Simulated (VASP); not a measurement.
Computed with LDA (Ceperley-Alder, Perdew-Zunger), VASP's LDA PAW potentials (set 64) (plane waves; VASP 6.6.1).

The input files of a VASP run:

### INCAR
```
SYSTEM  =  ZrC
PREC  =  Accurate; ENCUT  =  620; LREAL  =  .FALSE.
LASPH  =  .TRUE.
EDIFF  =  1E-6; NELM  =  100; ALGO  =  Normal
LMAXMIX  =  4
ISMEAR  =  1; SIGMA  =  0.1
IBRION  =  2; NSW  =  40; ISIF  =  3
EDIFFG  =  -0.02
LWAVE  =  .FALSE.; LCHARG  =  .FALSE.
```

**POSCAR**
```
ZrC
1
    0.0000000000     2.3228405768     2.3228405768
    2.3228405768     0.0000000000     2.3228405768
    2.3228405768     2.3228405768     0.0000000000
Zr C
1 1
Direct
  0.0000000000   0.0000000000   0.0000000000
  0.5000000000   0.5000000000   0.5000000000
```

**KPOINTS**
```
Automatic mesh
0
Gamma
14 14 14
0 0 0
```

POTCAR, in this order: Zr_sv C (LDA.64 set). Program: vasp_std.

Task: What will the output report for the number of irreducible k-points (NKPTS), largest plane-wave count, number of space-group operations, FFT grid (NGX, NGY, NGZ)?

Result: 
number of irreducible k-points (NKPTS): 104
largest plane-wave count: 903
number of space-group operations: 48
FFT grid (NGX, NGY, NGZ): 28 × 28 × 28

The compound is ZrC in the rock salt structure. It was relaxed first.
